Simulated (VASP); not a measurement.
Runs of VASP 6.6.1 on Tl3B2. All rows change the cell; the cell of one of them follows. The structure is cubic, space group Pm-3m (No. 221). The conventional cell has a = 4.869 Å, b = 4.869 Å, c = 4.869 Å, α = 90.00°, β = 90.00°, γ = 90.00°. Tl (site symmetry 4/mmm) is surrounded by 2 B at 2.43 Å. Around B (site symmetry m-3m) lie 6 Tl at 2.43 Å. B (site symmetry m-3m) has 12 Tl at 3.44 Å as nearest neighbours. The cell was built by a generator and needn't be a form met in nature.

```csv
task,cell,k mesh,cutoff (eV),gap on the mesh (eV),pressure (GPa),relaxed volume (Å³/atom)
relaxation of cell and atoms,"relaxed from: random cell by space group and Wyckoff sites (Pm-3m, No. 221)",8 × 8 × 8,600,none,0.0,(a)
single point,"random cell by space group and Wyckoff sites (Pm-3m, No. 221)",4 × 4 × 4,520,none,-0.1,-
single point,"random cell by space group and Wyckoff sites (Pm-3m, No. 221)",8 × 8 × 8,520,none,-0.1,-
relaxation of cell and atoms,"relaxed from: random cell by space group and Wyckoff sites (Pm-3m, No. 221)",4 × 4 × 4,600,none,0.2,22.90
```

Alike in all rows: level PBE; potentials or basis VASP PAW PBE potentials, release 64 (Tl_d, B); no spin polarisation; smearing gaussian 0.1 eV.

Fill in the values left out.

(a) 23.57.

A k mesh can miss the band edges, and the runs leave out spin-orbit coupling on Tl.

A gap of «none» marks a metal or a gap under the smearing width.
